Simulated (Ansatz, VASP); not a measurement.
# Na3AsBr6 in two plane-wave programs, part 2 of 2

Wanted: the spread between two codes on one cell, functional and k mesh. The cell is taken from a series of runs on this material, whose earlier steps may have relaxed, scaled, displaced or heated it; both programs get it as it stands.

VASP 6.6.1 and Ansatz 0.2.0.

So far: Starting point; VASP: dielectric response, PBE.

## Step 3: Ansatz: dielectric response, PBE

Level of this step: Ansatz beside VASP: Kohn-Sham DFT, plane waves, PBE (Ansatz).

Ansatz runs on its default PAW (the set named soft_2) files.

The same cell, functional and mesh now go to Ansatz, which takes its cutoff from its data sets.

input.yaml reads:

```yaml
crystal:
  lattice:
    - [0.0, 5.50764, 5.50764]
    - [5.50764, 0.0, 5.50764]
    - [5.50764, 5.50764, 0.0]
  atoms:
    - { symbol: Br, position: [0.759626, 0.759626, 0.240374] }
    - { symbol: Br, position: [0.759626, 0.240374, 0.759626] }
    - { symbol: Br, position: [0.240374, 0.759626, 0.240374] }
    - { symbol: Br, position: [0.240374, 0.759626, 0.759626] }
    - { symbol: Br, position: [0.240374, 0.240374, 0.759626] }
    - { symbol: Br, position: [0.759626, 0.240374, 0.240374] }
    - { symbol: As, position: [0.0, 0.0, 0.0] }
    - { symbol: Na, position: [0.5, 0.5, 0.5] }
    - { symbol: Na, position: [0.25, 0.25, 0.25] }
    - { symbol: Na, position: [0.75, 0.75, 0.75] }
kpoints:
  mp_grid: { grid: [4, 4, 4] }
scf:
  occupations: { method: fixed }
hamiltonian:
  xc: pbe
  pseudopotentials: { kind: paw }
dielectric: {}
```

Run with:

```
$ ansatz run input.yaml --threads 4 --pin off --max-ram 8192MiB --backend cpu --events-out ev --progress --plain --runs-dir out
```

Numbers of over 12 decimals in the logs are rounded to 6 here.

The program printed:

```text
Engine: ansatz 0.2.0, aarch64-unknown-linux-gnu
Pseudopotentials: kind: paw
Pseudopotential: Br, paw, valence charge 7, recommended cutoff 420 eV (normal), Br.paw.azcp
Pseudopotential: As, paw, valence charge 15, recommended cutoff 420 eV (normal), As.paw.azcp
Pseudopotential: Na, paw, valence charge 9, recommended cutoff 420 eV (normal), Na.paw.azcp
Functional definition: PBE
  parameter kappa = 0.804
  parameter beta = 0.066725
  exchange = pbe_x(kappa = kappa, mu = beta*pi^2/3)
  correlation = pbe_c(beta = beta)
Crystal: 10 atoms, lattice volume = 334.139 Å³
Basis set: ecut = 420 eV, 6423 PW (Γ), exchange–correlation on 108×108×108 points (8 copies of the dense FFT grid, shifted against one another)
Bands: 52, of which v1, the nominal top of the filled ones, is band 42 counted from 1 (41 counted from 0)
Symmetry: 48 space group operations
k-points: 13 of 64 (irreducible under 8 space group operations, time reversal used)
Non-local potential: Br, projectors of the file, l = 0: 2, l = 1: 2, l = 2: 2
Non-local potential: As, projectors of the file, l = 0: 2, l = 1: 2, l = 2: 3, l = 3: 1
Non-local potential: Na, projectors of the file, l = 0: 3, l = 1: 2, l = 2: 1
PAW form: soft (Blöchl's): semilocal exchange-correlation on the pseudo side does not see the compensation charge
PAW one-centre angular grid: Br, 110 points (default); XC on 64 Gauss nodes
PAW one-centre angular grid: As, 590 points (default); XC on 64 Gauss nodes
PAW one-centre angular grid: Na, 110 points (default); XC on 64 Gauss nodes
Initial density: superposition of atomic densities (neutral atoms: chi_scale 0, normalization atom), corrected by the library's trained network
Initial wavefunctions: pseudopotential atomic-orbital guess
Functional: x = pbe(κ = 0.804, μ = 0.219515), c = pbe(β = 0.066725)
SCF iter   1: F=—  HF=-26024.143617 eV  |F-HF|=—  |Δ(HF+E_count)|=         —  Δρ=6.63e-4  dr2=3.57e-3  ethr=1.77e-3  ⟨swp⟩=5.3  Hψ=2330  notcnv=0  defer=91
preconditioner: auto → Resta (q_TF=auto, 2.167 Å⁻¹)  ε∞=3.1  [insulator: Δε(μ)=2.490 eV  Ē_g=9.973 eV  n_scr=58 (ndim 8)  ℏωp=14.4 eV  f_vac=0.163  ε∞_Penn≈3.1]
SCF iter   2: F=—  HF=-26024.142002 eV  |F-HF|=—  |Δ(HF+E_count)|=   1.62e-3  Δρ=3.96e-4  dr2=1.09e-3  ethr=4.25e-6  ⟨swp⟩=3.0  Hψ=1637  notcnv=0  defer=99
SCF iter   3: F=—  HF=-26024.142100 eV  |F-HF|=—  |Δ(HF+E_count)|=   9.76e-5  Δρ=2.07e-4  dr2=3.49e-4  ethr=1.29e-6  ⟨swp⟩=2.7  Hψ=1057  notcnv=0  defer=98
SCF iter   4: F=—  HF=-26024.142174 eV  |F-HF|=—  |Δ(HF+E_count)|=   7.45e-5  Δρ=7.20e-5  dr2=3.10e-5  ethr=4.16e-7  ⟨swp⟩=2.0  Hψ=847  notcnv=0  defer=93
SCF iter   5: F=—  HF=-26024.142182 eV  |F-HF|=—  |Δ(HF+E_count)|=   8.12e-6  Δρ=2.78e-5  dr2=6.60e-6  ethr=3.69e-8  ⟨swp⟩=2.0  Hψ=1120  notcnv=0  defer=82
SCF iter   6: F=—  HF=-26024.142117 eV  |F-HF|=—  |Δ(HF+E_count)|=   6.57e-5  Δρ=9.83e-6  dr2=3.88e-7  ethr=7.85e-9  ⟨swp⟩=2.0  Hψ=1112  notcnv=0  defer=73
SCF iter   7: F=—  HF=-26024.142116 eV  |F-HF|=—  |Δ(HF+E_count)|=   8.00e-8  Δρ=2.38e-6  dr2=1.27e-8  ethr=4.62e-10  ⟨swp⟩=2.0  Hψ=1133  notcnv=0  defer=73
SCF iter   8: F=—  HF=-26024.142116 eV  |F-HF|=—  |Δ(HF+E_count)|=   1.55e-9  Δρ=7.20e-7  dr2=1.94e-9  ethr=1.51e-11  ⟨swp⟩=2.0  Hψ=1151  notcnv=0  defer=73
SCF iter   9: F=—  HF=-26024.142116 eV  |F-HF|=—  |Δ(HF+E_count)|=   2.28e-9  Δρ=1.54e-7  dr2=1.58e-10  ethr=2.31e-12  ⟨swp⟩=2.0  Hψ=1120  notcnv=0  defer=73
SCF iter  10: F=-26024.142116 eV  HF=-26024.142116 eV  |F-HF|=7.28e-12  |Δ(HF+E_count)|=  6.91e-11  Δρ=5.86e-8  dr2=1.31e-11  ethr=1.00e-12  ⟨swp⟩=16.5  Hψ=3015  notcnv=0
SCF 1 converged in 10 iterations: F = -26024.142116 eV  dr2 = 1.31e-11
  greatest PAW one-centre occupation: 1.000 electrons in one spin orbital (limit 2), on the As atom at site 6 (counted from 0), in its partial waves of l = 2
NSCF: frozen V_eff on 1 k-points
DFPT response loops at Γ: preconditioner auto → none (the input reference at scf.mixing.eps_inf says where Resta's filter doesn't serve); β = 0.50; Broyden in place of MSR1
── the response to a field inside a basis, on 4×4×4 k-points: an SCF that follows is theirs, and a resumed run solves both again ──
Bands: 43, of which v1, the nominal top of the filled ones, is band 42 counted from 1 (41 counted from 0)
k-points: 10 of 64 (irreducible under 12 space group operations)
Initial density: handed on by an earlier stage of this run
Initial wavefunctions: pseudopotential atomic-orbital guess (no wavefunctions were taken with the density)
Eigensolver: Dense (10 Hₖ)
SCF iter   1: F=—  HF=-26023.894526 eV  |F-HF|=—  |Δ(HF+E_count)|=         —  Δρ=2.13e-4  dr2=1.31e-4  ethr=1.00e-1
preconditioner: auto → Resta (q_TF=auto, 2.167 Å⁻¹)  ε∞=4.5  [insulator: Δε(μ)=2.598 eV  Ē_g=7.625 eV  n_scr=58 (ndim 8)  ℏωp=14.4 eV  f_vac=0.160  ε∞_Penn≈4.5]
SCF iter   2: F=—  HF=-26023.894586 eV  |F-HF|=—  |Δ(HF+E_count)|=   5.98e-5  Δρ=1.23e-4  dr2=4.68e-5  ethr=1.56e-7
SCF iter   3: F=—  HF=-26023.894622 eV  |F-HF|=—  |Δ(HF+E_count)|=   3.64e-5  Δρ=2.46e-5  dr2=3.67e-6  ethr=5.58e-8
SCF iter   4: F=—  HF=-26023.894623 eV  |F-HF|=—  |Δ(HF+E_count)|=   2.50e-7  Δρ=8.23e-6  dr2=3.54e-7  ethr=4.37e-9
SCF iter   5: F=-26023.894623 eV  HF=-26023.894623 eV  |F-HF|=1.21e-8  |Δ(HF+E_count)|=   4.53e-7  Δρ=2.62e-6  dr2=5.45e-8  ethr=4.22e-10
SCF 1 converged in 5 iterations: F = -26023.894623 eV  dr2 = 5.45e-8
DFPT response loops at Γ: mixed as the last ones told, above
SCF converged after 10 iterations
Free energy (F): -26024.142116 eV
Harris-Foulkes:  -26024.142116 eV  (|F-HF|=7.28e-12)
Internal energy: -26024.142116 eV  (E = F + TS)
E sigma→0 (E₀):  -26024.142116 eV
Fermi energy:    1.351199 eV
--- Per-component energies (eV) ---
  E_band       = -1205.461124
  E_kinetic    = 1260.851426
  E_local      = -8534.710573  (includes V_loc(G=0)·N_el)
  E_nonlocal   = 95.322320
  E_hartree    = 3388.314636
  E_xc         = -1781.713075
  E_vxc        = -848.733040  (∫ρ·V_xc dr)
  E_paw        = -16102.936828  (= ΣΔE_a)
  E_vpaw       = 45.179559  (= ΣTr[D̂ρ^β])
  E_aug_tail   = -0.000132  (compensation charges beyond the density's cutoff)
  E_ewald      = -4349.269891
  E_smearing   = -0.000000  (= −TS)
  E_closure    = 0.000000  (closes the sum)
  Σ components = -26024.142116   (vs F -26024.142116, Δ=0.00e0)
--- Band table (eV; the first three rows and the last of 13) ---
  k-point 0: bands = [... 38 lower, 0.6182, 1.2317, 1.2317, 1.2317, 4.4216, 4.4499, 4.4499, 4.4499, ... 6 higher]
  k-point 1: bands = [... 38 lower, 0.8515, 1.0756, 1.0756, 1.1305, 4.1457, 4.7875, 4.7875, 4.8845, ... 6 higher]
  k-point 2: bands = [... 38 lower, 0.9229, 0.9229, 0.9645, 1.1323, 3.8313, 5.1112, 5.1112, 5.6434, ... 6 higher]
  k-point 12: bands = [... 38 lower, 0.4843, 0.9402, 0.9402, 1.3512, 4.6771, 4.8675, 4.8675, 6.1706, ... 6 higher]
--- Dielectric response (ions clamped): 3 representative field directions + reference, inside a basis on a mesh of 64 k-points (Σ response iterations 15) ---
  ε∞ (high-frequency dielectric tensor):
        3.655232     0.000000     0.000000
        0.000000     3.655232     0.000000
        0.000000     0.000000     3.655232
  Born effective charges Z* (e; rows j = field, columns β = displacement):
    site 0:
        -0.66223    0.00000    0.00000
        -0.00000   -0.66223    0.00000
         0.00000    0.00000   -2.86655
    site 1:
        -0.66223   -0.00000    0.00000
         0.00000   -2.86655   -0.00000
        -0.00000   -0.00000   -0.66223
    site 2:
        -0.66223   -0.00000    0.00000
         0.00000   -2.86655    0.00000
        -0.00000   -0.00000   -0.66223
    site 3:
        -2.86655   -0.00000   -0.00000
         0.00000   -0.66223    0.00000
        -0.00000   -0.00000   -0.66223
    site 4:
        -0.66223    0.00000    0.00000
        -0.00000   -0.66223    0.00000
         0.00000   -0.00000   -2.86655
    site 5:
        -2.86655   -0.00000    0.00000
         0.00000   -0.66223    0.00000
        -0.00000   -0.00000   -0.66223
    site 6:
         4.02712   -0.00000   -0.00000
        -0.00000    4.02712   -0.00000
        -0.00000   -0.00000    4.02712
    site 7:
         1.64663   -0.00000    0.00000
        -0.00000    1.64663    0.00000
        -0.00000   -0.00000    1.64663
    site 8:
         1.35413   -0.00000    0.00000
        -0.00000    1.35413    0.00000
        -0.00000   -0.00000    1.35413
    site 9:
         1.35413   -0.00000    0.00000
        -0.00000    1.35413    0.00000
        -0.00000   -0.00000    1.35413
  Z* charge neutrality: 3.419e-3 e pre-enforcement
  solved inside a basis spanned on kpoints, on 4×4×4 k-points, its susceptibility summed on 8×8×8: ε∞ is read to err by 2.3e-2, Z* by 2.6e-2 e (field_mesh: kpoints solves on kpoints); Z* is corrected for what the basis lacks
```

The column dr2 measures how far the density is from self-consistency, as an energy; F and HF (Harris–Foulkes) agree once it is small.

## Step 4: Side by side

Known differences besides the potentials themselves: fixed occupations in Ansatz, narrow Gaussian smearing in VASP; VASP's response is taken on the typed mesh, Ansatz refines its own for the field response alone; the data sets hold 84 valence electrons in Ansatz (on its default PAW (the set named soft_2) files) and 68 in VASP; the cutoff is 420 eV in Ansatz and 400 eV in VASP. Total energies have different zeros and are not compared.

Compared:

```tsv
quantity	Ansatz	VASP	difference
ε∞ xx	3.66	3.66	-0.17 %
ε∞ yy	3.66	3.66	-0.17 %
ε∞ zz	3.66	3.66	-0.17 %
```

## Step 5: What came out

```
difference in ε∞ xx (dielectric response, PBE) : -0.17 %
```

**Reading.** The difference in ε∞ xx is -0.17 % (dielectric response, PBE), within the 5 % picked in this series as the mark of a large difference. The data sets hold unlike numbers of valence electrons (84 in Ansatz and 68 in VASP), so part of the differences comes from the potentials. How closely two codes agree says nothing of how well the functional describes the real material.

[Lines on the potential files, build, host, timing and source positions are cut from VASP's logs without a mark.]

[Logs are printed without paths, hosts, clocks, repeated set-up lines and the standing remarks that a program may print on its own settings, such as how far it seeks lower states.]

[Hosts, paths, dates, database ids (printed as entryN), source tags and the programs' standing remarks are cut or masked in the printed files.]
